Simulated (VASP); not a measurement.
A VASP calculation is set up with these files.

**POSCAR**
```
CuZn
1
    3.0090000000     0.0000000000     0.0000000000
    0.0000000000     3.0090000000     0.0000000000
    0.0000000000     0.0000000000     3.0090000000
Zn Cu
1 1
Direct
  0.5000000000   0.5000000000   0.5000000000
  0.0000000000   0.0000000000   0.0000000000
```

INCAR:
```
SYSTEM = CuZn
PREC = Accurate
ENCUT = 400
EDIFF = 1E-6
NELM = 5
ALGO = Normal
LREAL = .FALSE.
LASPH = .TRUE.
ISMEAR = 1
SIGMA = 0.1
GGA = PE
LMAXMIX = 4
LWAVE = .FALSE.
LCHARG = .FALSE.
ISIF = 2
```

**KPOINTS**
```
Automatic mesh
0
Gamma
9 9 9
0 0 0
```

POTCAR, in this order: Zn Cu (PBE.64 set). Program: vasp_std.

Output of the run:

**standard output**
```
 POSCAR found type information on POSCAR ZnCu
 POSCAR found :  2 types and       2 ions
 Reading from existing POTCAR
 Reading from existing POTCAR
 LDA part: xc-table for (Slater+PW92), standard interpolation
 POSCAR, INCAR and KPOINTS ok, starting setup
 WAVECAR not read
 entering main loop
       N       E                     dE             d eps       ncg     rms          rms(c)
DAV:   1     0.104026273211E+03    0.10403E+03   -0.99595E+03  1074   0.208E+03
DAV:   2    -0.327651269437E+01   -0.10730E+03   -0.10443E+03  1064   0.305E+02
DAV:   3    -0.598785537713E+01   -0.27113E+01   -0.27052E+01  1267   0.659E+01
DAV:   4    -0.600532189541E+01   -0.17467E-01   -0.17466E-01  1204   0.472E+00
DAV:   5    -0.600556594678E+01   -0.24405E-03   -0.24405E-03  1368   0.589E-01

 -----------------------------------------------------------------------------
|                                                                             |
|           W    W    AA    RRRRR   N    N  II  N    N   GGGG   !!!           |
|           W    W   A  A   R    R  NN   N  II  NN   N  G    G  !!!           |
|           W    W  A    A  R    R  N N  N  II  N N  N  G       !!!           |
|           W WW W  AAAAAA  RRRRR   N  N N  II  N  N N  G  GGG   !            |
|           WW  WW  A    A  R   R   N   NN  II  N   NN  G    G                |
|           W    W  A    A  R    R  N    N  II  N    N   GGGG   !!!           |
|                                                                             |
|     The electronic self-consistency was not achieved in the given           |
|     number of steps (NELM). The forces and other quantities evaluated       |
|     might not be reliable so examine the results carefully. If you find     |
|     spurious results, we suggest increasing NELM, if you were close to      |
|     convergence or switching to a different ALGO or adjusting the           |
|     density mixing parameters otherwise.                                    |
|                                                                             |
 -----------------------------------------------------------------------------

   1 F= -.60055659E+01 E0= -.60056959E+01  d E =0.389909E-03
```

OUTCAR:
```
------------------------ aborting loop EDIFF was not reached (unconverged)  ----------------------------
  FORCE on cell =-STRESS in cart. coord.  units (eV):
  Direction    XX          YY          ZZ          XY          YZ          ZX
  --------------------------------------------------------------------------------------
  Total     -103.8966794   -103.8966794   -103.8966794     -0.0000000      0.0000000     -0.0000000
  in kB    -6110.0629796  -6110.0629796  -6110.0629796     -0.0000000      0.0000000     -0.0000000
  external PRESSURE =   -6110.0629796 kB  Pullay stress =       0.0000000 kB
  volume of cell :       27.24
      direct lattice vectors                 reciprocal lattice vectors
     3.009000000  0.000000000  0.000000000     0.332336324  0.000000000  0.000000000
     0.000000000  3.009000000  0.000000000     0.000000000  0.332336324  0.000000000
     0.000000000  0.000000000  3.009000000     0.000000000  0.000000000  0.332336324
 POSITION                                       TOTAL-FORCE (eV/Angst)
 -----------------------------------------------------------------------------------
      1.50450      1.50450      1.50450         0.000000      0.000000      0.000000
      0.00000      0.00000      0.00000         0.000000      0.000000      0.000000
 -----------------------------------------------------------------------------------
    total drift:                               -0.000000      0.000000     -0.000000
  FREE ENERGIE OF THE ION-ELECTRON SYSTEM (eV)
  ---------------------------------------------------
  free  energy   TOTEN  =        -6.0055659468 eV

  energy  without entropy=       -6.0059558563  energy(sigma->0) =       -6.00569592
```
(Selected blocks of OUTCAR.)

Problem. From input and log, find the fault in this run and mend it.

Solution. The cause: NELM is too small, so the electronic loop ends before EDIFF is met. The run did not converge; its last values are not results. Against the sound run, the energy per atom (σ→0) drops by 0.509 eV/atom; the pressure drops by 606.45 GPa. To mend it, set NELM = 100.

The mended run (PBE GGA, plane waves, VASP's PBE PAW potentials (set 64)) converges, and its OSZICAR ends with
```
   1 F= -.49877174E+01 E0= -.49878779E+01  d E =0.481423E-03
```

The compound is CuZn in the CsCl type structure. The cell was not relaxed at this level. The electron count is odd and the run is not spin-polarised, which forces a metal.
